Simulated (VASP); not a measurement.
# Sn2GeO3 (P1) in VASP: relaxation of cell and atoms with PBE

Aim: the relaxation of cell and atoms of Sn2GeO3 with PBE.

Everything below comes from runs of VASP 6.6.1. Logs are shortened: lines on timing, memory, paths and dates and some standing lists are left out, and cuts for length are marked.

### Step 1. Starting point

The typed cell holds 12 atoms: a = 3.860 Å, b = 3.822 Å, c = 14.807 Å, α = 91.93°, β = 89.70°, γ = 89.39°.

The cell was built by a generator and needn't be a form met in nature.

### Step 2. Relaxation of cell and atoms, PBE

The input, INCAR:

```
ALGO = Fast ; EDIFF = 1E-5
EDIFFG = -0.03 ; ENCUT = 520
GGA = PE ; IBRION = 2
ISIF = 3 ; ISMEAR = 0
ISYM = 0 ; KPAR = 4
LASPH = T ; LCHARG = F
LREAL = Auto ; LWAVE = F
NELM = 80 ; NSW = 110
PREC = Normal ; SIGMA = 0.15
```

The input, KPOINTS:

```
k-points
0
Gamma
  6 6 2
```

The input, POSCAR:

```
Sn2GeO3
1.0
    3.8602408700      0.0203924300      0.0102819800
    0.0203924300      3.8216190900     -0.0642959200
    0.0399502700     -0.2498195500     14.8044015300
Sn Ge O
4 2 6
Direct
    0.4763773400      0.9232319200      0.7430795200
    0.9764651700      0.4733746600      0.9025429000
    0.5716539900      0.0059061300      0.0852491200
    0.0664149100      0.4522212800      0.2853271800
    0.0253202500      0.4375728200      0.5941224900
    0.5154203200      0.0063812500      0.3970989700
    0.5258467500      0.5322314000      0.6504892700
    0.0508888400      0.0566876000      0.6633783200
    0.4737088400      0.4770191800      0.0118938200
    0.9672447300      0.0074949100      0.0095333600
    0.0729626700      0.9552847600      0.3307602800
    0.4933816200      0.5134321700      0.3517562800
```

Potentials or basis: VASP PAW PBE potentials, release 64 (Sn_d, Ge_d, O).

Started as:

```sh
cat potpaw_PBE.64/Sn_d/POTCAR potpaw_PBE.64/Ge_d/POTCAR potpaw_PBE.64/O/POTCAR > POTCAR
mpirun -np 4 vasp_std > vasp.out
```

OUTCAR:

```text
EDIFF = 1E-5
   EDIFFG = -0.03
   ENCUT = 520
   GGA = PE
   IBRION = 2
   ISIF = 3
   ISMEAR = 0
   ISYM = 0
   LASPH = T
   LREAL = Auto
   NELM = 80
   NSW = 110
   PREC = Normal

 ion  position               nearest neighbor table
   1  0.476  0.923  0.743-   7 2.00   8 2.10   8 2.57   7 2.75   2 3.54   2 3.54   2 3.64   2 3.68

   2  0.976  0.473  0.903-  10 2.42   9 2.52   9 2.52  10 2.54   1 3.54   1 3.54   1 3.64   3 3.65
                             3 3.66   1 3.68
   3  0.572  0.006  0.085-  10 1.89   9 2.16   9 2.30  10 2.59   2 3.65   2 3.66
   4  0.066  0.452  0.285-  12 1.94  11 2.02  11 2.04  12 2.42   6 2.97   6 3.18   6 3.22
   5  0.025  0.438  0.594-   8 1.81   7 2.12   7 2.14
   6  0.515  0.006  0.397-  12 1.98  11 1.98  12 2.07  11 2.36   4 2.97   4 3.18   4 3.22
   7  0.526  0.532  0.650-   1 2.00   5 2.12   5 2.14   1 2.75
   8  0.051  0.057  0.663-   5 1.81   1 2.10   1 2.57
   9  0.474  0.477  0.012-   3 2.16   3 2.30   2 2.52   2 2.52
  10  0.967  0.007  0.010-   3 1.89   2 2.42   2 2.54   3 2.59
  11  0.073  0.955  0.331-   6 1.98   4 2.02   4 2.04   6 2.36
  12  0.493  0.513  0.352-   4 1.94   6 1.98   6 2.07   4 2.42

IMPORTANT INFORMATION: All symmetrisations will be switched off!
NOSYMM: (Re-)initialisation of all symmetry stuff for point group C_1.

----------------------------------------------------------------------------------------

                                     Primitive cell

  volume of cell :     218.3302

  direct lattice vectors                    reciprocal lattice vectors
     3.860240870  0.020392430  0.010281980     0.259060484 -0.001394523 -0.000722617
     0.020392430  3.821619090 -0.064295920    -0.001394523  0.261751014  0.004420728
     0.039950270 -0.249819550 14.804401530    -0.000185980  0.001137760  0.067567180

  length of vectors
     3.860308426  3.822214317 14.806563088     0.259065245  0.261792057  0.067577015

  position of ions in fractional coordinates (direct lattice)
     0.476377340  0.923231920  0.743079520
     0.976465170  0.473374660  0.902542900
     0.571653990  0.005906130  0.085249120
     0.066414910  0.452221280  0.285327180
     0.025320250  0.437572820  0.594122490
     0.515420320  0.006381250  0.397098970
     0.525846750  0.532231400  0.650489270
     0.050888840  0.056687600  0.663378320
     0.473708840  0.477019180  0.011893820
     0.967244730  0.007494910  0.009533360
     0.072962670  0.955284760  0.330760280
     0.493381620  0.513432170  0.351756280

  ion indices of the primitive-cell ions
   primitive index   ion index
                 1           1
                 2           2
                 3           3
                 4           4
                 5           5
                 6           6
                 7           7
                 8           8
                 9           9
                10          10
                11          11
                12          12

----------------------------------------------------------------------------------------

 KPOINTS: k-points

Automatic generation of k-mesh.
 Grid dimensions read from file:
 generate k-points for:    6    6    2

 Generating k-lattice:

  Cartesian coordinates                     Fractional coordinates (reciprocal lattice)
     0.043176747 -0.000232420 -0.000120436     0.166666667  0.000000000  0.000000000
    -0.000232420  0.043625169  0.000736788    -0.000000000  0.166666667  0.000000000
    -0.000092990  0.000568880  0.033783590    -0.000000000 -0.000000000  0.500000000

  Length of vectors
     0.043177541  0.043632009  0.033788507

  Shift w.r.t. Gamma in fractional coordinates (k-lattice)
     0.000000000  0.000000000  0.000000000

 Subroutine IBZKPT returns following result:
 ===========================================

 Found     40 irreducible k-points:

 Following reciprocal coordinates:
            Coordinates               Weight
  0.000000  0.000000  0.000000      1.000000
  0.166667 -0.000000  0.000000      2.000000
  0.333333 -0.000000 -0.000000      2.000000
  0.500000 -0.000000 -0.000000      1.000000
  0.000000  0.166667  0.000000      2.000000
  0.166667  0.166667 -0.000000      2.000000
[... 16 lines left out ...]
  0.333333  0.000000  0.500000      2.000000
  0.500000 -0.000000  0.500000      1.000000
 [... further k-points ...]
   k-points           NKPTS =     40   k-points in BZ     NKDIM =     40   number of bands    NBANDS=     72
   number of dos      NEDOS =    301   number of ions     NIONS =     12
   total plane-waves  NPLWV =  48384
   dimension x,y,z NGX =    24 NGY =   24 NGZ =   84
   dimension x,y,z NGXF=    48 NGYF=   48 NGZF=  168
   ions per type =               4   2   6
   NGX,Y,Z   is equivalent  to a cutoff of  10.34, 10.44,  9.43 a.u.
   NGXF,Y,Z  is equivalent  to a cutoff of  20.67, 20.88, 18.86 a.u.
 SYSTEM =  unknown system
   PREC   = normal    normal or accurate (medium, high low for compatibility)
   ISTART =      0    job   : 0-new  1-cont  2-samecut
   ICHARG =      2    charge: 1-file 2-atom 10-const
   ISPIN  =      1    spin polarized calculation?
   LNONCOLLINEAR =      F non collinear calculations
   LSORBIT =      F    spin-orbit coupling
   LASPH  =      T    aspherical Exc in radial PAW
   ENCUT  =  520.0 eV  38.22 Ry    6.18 a.u.   7.18  7.11 27.53*2*pi/ulx,y,z
   NELM   =     80;   NELMIN=  2; NELMDL= -5     # of ELM steps
   EDIFF  = 0.1E-04   stopping-criterion for ELM
   LREAL  =      T    real-space projection
   EDIFFG = -.3E-01   stopping-criterion for IOM
   NSW    =    110    number of steps for IOM
   IBRION =      2    ionic relax: 0-MD 1-quasi-New 2-CG
   NFREE  =      1    steps in history (QN), initial steepest desc. (CG)
   ISIF   =      3    stress and relaxation
   ISYM   =      0    0-nonsym 1-usesym 2-fastsym
   POTIM  = 0.5000    time-step for ionic-motion
   TEBEG  =    0.0;   TEEND  =   0.0 temperature during run
   PSTRESS=    0.0 pullay stress
   NELECT =     120.0000    total number of electrons
   NUPDOWN=      -1.0000    fix difference up-down
   EMIN   =  10.00;   EMAX   =-10.00  energy-range for DOS
   EFERMI =   0.00;   METHOD = LEGACY
   ISMEAR =     0;   SIGMA  =   0.15  broadening in eV -4-tet -1-fermi 0-gaus
   EFERMI_NEDOS =   21; number of points for ismear=-14 and -15
   IALGO  =     68    algorithm
   IMIX   =      4    mixing-type and parameters
     AMIX     =   0.40;   BMIX     =  1.00
     AMIX_MAG =   1.60;   BMIX_MAG =  1.00
  volume/ion in A,a.u.               =      18.19       122.78
  Fermi-wavevector in a.u.,A,eV,Ry     =   1.341006  2.534134 24.467310  1.798297
  Thomas-Fermi vector in A             =   2.469274
   LORBIT       =      0    0 simple, 1 ext, 2 COOP (PROOUT), +10 PAW based schemes
   GGA     = PE    functional components
   LHFCALC =     F    Hartree Fock is set to
   AEXX    =    0.0000 exact exchange contribution
   IVDW    =     0    specifies the selected vdW correction
   LEPSILON=     F    determine dielectric tensor
   LRPA    =     F    only Hartree local field effects (RPA)
 conjugate gradient relaxation of ions
 non-spin polarized calculation
 RMM-DIIS sequential band-by-band and
 Gauss-broadening in eV      SIGMA  =   0.15
  energy-cutoff  :      520.00
  volume of cell :      218.33
 maximum number of plane-waves:      5906
   NGX = 15   NGY = 15   NGZ = 55

--------------------------------------- Ionic step        1  -------------------------------------------

 number of electron     120.0000038 magnetization

 Free energy of the ion-electron system (eV)
  ---------------------------------------------------
  ext. energy  EPLUGINS =         0.00000000
  ---------------------------------------------------
  free energy    TOTEN  =       -64.50138825 eV

  energy without entropy =      -64.47974470  energy(sigma->0) =      -64.49056647

------------------------ aborting loop because EDIFF is reached ----------------------------------------

  FORCE on cell =-STRESS in cart. coord.  units (eV):
  Direction    XX          YY          ZZ          XY          YZ          ZX
  --------------------------------------------------------------------------------------
  -------------------------------------------------------------------------------------
  Total       10.5781592     15.2003299      3.4198074     -2.0864666     -0.1156953      0.3646944
  in kB       77.6259477    111.5449291     25.0956509    -15.3111653     -0.8490093      2.6762456
  external PRESSURE =      71.4221759 kB  Pullay stress =       0.0000000 kB
[... 31 lines left out ...]
  energy  without entropy=      -64.4797447014  energy(sigma->0) =      -64.49056647

--------------------------------------- Ionic step        2  -------------------------------------------

 number of electron     119.9999979 magnetization

 E-fermi :   4.0559     XC(G=0):  -9.2857

 val. band max:        3.6965455842   @ k =   0.0000  -0.0000   0.5000
 cond. band min:       4.4012028996   @ k =   0.5000   0.5000  -0.0000
 fundamental gap:      0.7046573155
 Fermi energy:         4.0558598481

 k-point     1 :       0.0000    0.0000    0.0000
  band No.  band energies     occupation
      1     -20.4534      2.00000
      2     -20.4363      2.00000
      3     -20.4218      2.00000
      4     -20.4048      2.00000
      5     -20.3932      2.00000
      6     -20.3903      2.00000
[... 1876 lines left out ...]
  FREE ENERGIE OF THE ION-ELECTRON SYSTEM (eV)
  ---------------------------------------------------
  free  energy   TOTEN  =       -66.9086222301 eV

  energy  without entropy=      -66.9084846203  energy(sigma->0) =      -66.90855343

[... ionic steps 4 to 58 ...]

--------------------------------------- Ionic step       59  -------------------------------------------

 number of electron     119.9999942 magnetization

------------------------ aborting loop because EDIFF is reached ----------------------------------------

  FORCE on cell =-STRESS in cart. coord.  units (eV):
  Direction    XX          YY          ZZ          XY          YZ          ZX
  --------------------------------------------------------------------------------------
  -------------------------------------------------------------------------------------
  Total       -0.0356939     -0.0572174      0.1097203      0.0228672      0.0050000     -0.0034208
  in kB       -0.2651410     -0.4250215      0.8150227      0.1698619      0.0371408     -0.0254101
  external PRESSURE =       0.0416201 kB  Pullay stress =       0.0000000 kB
[... 77 lines left out ...]
  energy  without entropy=      -68.5399335251  energy(sigma->0) =      -68.53993646

--------------------------------------- Ionic step       61  -------------------------------------------

 number of electron     119.9999936 magnetization

 Free energy of the ion-electron system (eV)
  ---------------------------------------------------
  ext. energy  EPLUGINS =         0.00000000
  ---------------------------------------------------
  free energy    TOTEN  =       -68.54021093 eV

  energy without entropy =      -68.54020487  energy(sigma->0) =      -68.54020790

 E-fermi :   5.7446     XC(G=0):  -9.8604

 val. band max:        5.3532937602   @ k =   0.1667  -0.0000   0.0000
 cond. band min:       6.1302040183   @ k =   0.5000   0.5000  -0.0000
 fundamental gap:      0.7769102582
 Fermi energy:         5.7445619381

 k-point     1 :       0.0000    0.0000    0.0000
  band No.  band energies     occupation
      1     -19.2505      2.00000
      2     -19.2472      2.00000
      3     -19.2138      2.00000
      4     -19.2030      2.00000
      5     -19.1985      2.00000
      6     -19.1913      2.00000
[... 1830 lines left out ...]
  FREE ENERGIE OF THE ION-ELECTRON SYSTEM (eV)
  ---------------------------------------------------
  free  energy   TOTEN  =       -68.5402109253 eV

  energy  without entropy=      -68.5402048716  energy(sigma->0) =      -68.54020790

 reached required accuracy - stopping structural energy minimisation
```

It took 73 min on 4 MPI ranks of Intel Xeon Platinum 8488C (Sapphire Rapids), shared host; peak memory 0.49 GiB.

Results:

```
Free energy                            : -68.5402 eV
Relaxed volume                         : 17.98 Å³/atom
Relaxed cell                           : a = 3.526 Å, b = 4.140 Å, c = 14.787 Å, α = 91.74°, β = 89.98°, γ = 89.95°
Space group after relaxing (to 0.05 Å) : P2_1/m (No. 11)
Energy gained by relaxing              : 336.6 meV/atom
Ionic steps                            : 61
Pressure after relaxing                : 0.0 GPa
Largest force after relaxing           : 0.021 eV/Å
Band gap on the k mesh                 : 0.78 eV, indirect (least direct gap 1.23 eV)
```

Forces in eV/Å, atoms in the order of the input:
```
Sn  -0.009  0.000 -0.013
Sn  -0.003  0.002  0.005
Sn   0.003 -0.002 -0.017
Sn   0.001  0.012  0.009
Ge   0.002 -0.018  0.009
Ge  -0.005  0.009 -0.009
O    0.008 -0.011 -0.011
O   -0.002 -0.018  0.010
O   -0.004  0.003  0.008
O    0.004  0.002  0.003
O    0.005  0.013  0.007
O    0.000  0.009 -0.003
```

The path:
| step | energy change (eV) | largest force (eV/Å) | pressure (GPa) | volume (Å³) |
| --- | --- | --- | --- | --- |
| 1 | 0.0000 | 6.9536 | 7.14 | 218.33 |
| 3 | -2.4072 | 3.2052 | -5.86 | 235.90 |
| 5 | -3.4670 | 1.3096 | 0.20 | 218.34 |
| 7 | -3.7742 | 0.9243 | 0.58 | 214.49 |
| 9 | -3.8645 | 0.4121 | -1.23 | 216.28 |
| 11 | -3.9066 | 0.3890 | 0.35 | 212.64 |
| 13 | -3.9444 | 0.2664 | 0.10 | 213.13 |
| 15 | -3.9575 | 0.2204 | -0.28 | 213.84 |
| 17 | -3.9686 | 0.1498 | 0.30 | 212.69 |
| 19 | -3.9731 | 0.1338 | -0.31 | 213.41 |
| 21 | -3.9779 | 0.1166 | 0.13 | 212.38 |
| 23 | -3.9837 | 0.1219 | 0.24 | 212.46 |
| 25 | -3.9891 | 0.1344 | -0.29 | 213.70 |
| 27 | -3.9939 | 0.1547 | 0.18 | 213.30 |
| 29 | -4.0006 | 0.1532 | 0.12 | 213.89 |
| 31 | -4.0089 | 0.1085 | -0.04 | 214.60 |
| 33 | -4.0144 | 0.1586 | -0.20 | 215.00 |
| 35 | -4.0201 | 0.1308 | 0.42 | 214.09 |
| 37 | -4.0264 | 0.1593 | 0.03 | 214.84 |
| 39 | -4.0261 | 0.1905 | -0.16 | 215.16 |
| 41 | -4.0293 | 0.1366 | -0.05 | 214.86 |
| 43 | -4.0313 | 0.1114 | 0.07 | 214.61 |
| 45 | -4.0345 | 0.0691 | -0.01 | 214.87 |
| 47 | -4.0347 | 0.0946 | -0.08 | 214.94 |
| 49 | -4.0360 | 0.0624 | 0.15 | 214.74 |
| 51 | -4.0370 | 0.0673 | -0.13 | 215.52 |
| 53 | -4.0377 | 0.0513 | -0.13 | 215.66 |
| 55 | -4.0379 | 0.0683 | -0.03 | 215.87 |
| 57 | -4.0380 | 0.0623 | 0.00 | 215.82 |
| 59 | -4.0384 | 0.0355 | 0.00 | 215.69 |
| 61 | -4.0388 | 0.0210 | -0.05 | 215.72 |

Final structure:
```cif
data_structure
_symmetry_space_group_name_H-M 'P 1'
_symmetry_Int_Tables_number 1
_cell_length_a 3.5258
_cell_length_b 4.1397
_cell_length_c 14.7866
_cell_angle_alpha 91.736
_cell_angle_beta 89.982
_cell_angle_gamma 89.953
_cell_volume 215.72
loop_
_atom_site_label
_atom_site_type_symbol
_atom_site_fract_x
_atom_site_fract_y
_atom_site_fract_z
_atom_site_occupancy
Sn1 Sn 0.51761 0.97277 0.73550 1
Sn2 Sn 0.01918 0.47646 0.92347 1
Sn3 Sn 0.51800 0.99400 0.08155 1
Sn4 Sn 0.01833 0.50083 0.26831 1
Ge1 Ge 0.01608 0.41695 0.58833 1
Ge2 Ge 0.51974 0.05942 0.41557 1
O1 O 0.51698 0.48993 0.66299 1
O2 O 0.01746 0.01118 0.64946 1
O3 O 0.51865 0.48529 0.01287 1
O4 O 0.01832 0.98339 0.99203 1
O5 O 0.01738 0.98573 0.34087 1
O6 O 0.51795 0.46489 0.35428 1
```

Levels at points of the mesh, in eV from the valence-band top:
| k point | band 57 | band 58 | band 59 | band 60 | band 61 | band 62 | band 63 | band 64 |
| --- | --- | --- | --- | --- | --- | --- | --- | --- |
| (0.00, 0.00, 0.00) | -2.36 | -1.19 | -0.81 | -0.17 | 1.05 | 2.20 | 2.45 | 2.83 |
| (0.50, 0.00, 0.00) | -1.50 | -1.49 | -1.48 | -1.47 | 2.43 | 2.44 | 2.55 | 2.56 |
| (0.00, 0.50, 0.00) | -1.84 | -1.83 | -1.74 | -1.07 | 2.45 | 2.62 | 2.72 | 2.89 |
| (0.50, 0.50, 0.00) | -1.80 | -1.80 | -1.54 | -1.54 | 0.78 | 0.78 | 1.81 | 1.82 |
| (0.00, 0.00, 0.50) | -2.22 | -1.68 | -0.57 | -0.14 | 1.08 | 2.24 | 2.35 | 2.74 |
| (0.50, 0.00, 0.50) | -1.76 | -1.75 | -1.37 | -1.36 | 2.42 | 2.44 | 2.55 | 2.56 |
| (0.00, 0.50, 0.50) | -2.18 | -1.85 | -1.56 | -1.04 | 2.36 | 2.46 | 2.98 | 3.12 |
| (0.50, 0.50, 0.50) | -1.73 | -1.73 | -1.63 | -1.62 | 0.91 | 0.91 | 1.40 | 1.40 |

Caveat: spin-orbit coupling is left out, which moves the levels of the heavy elements.
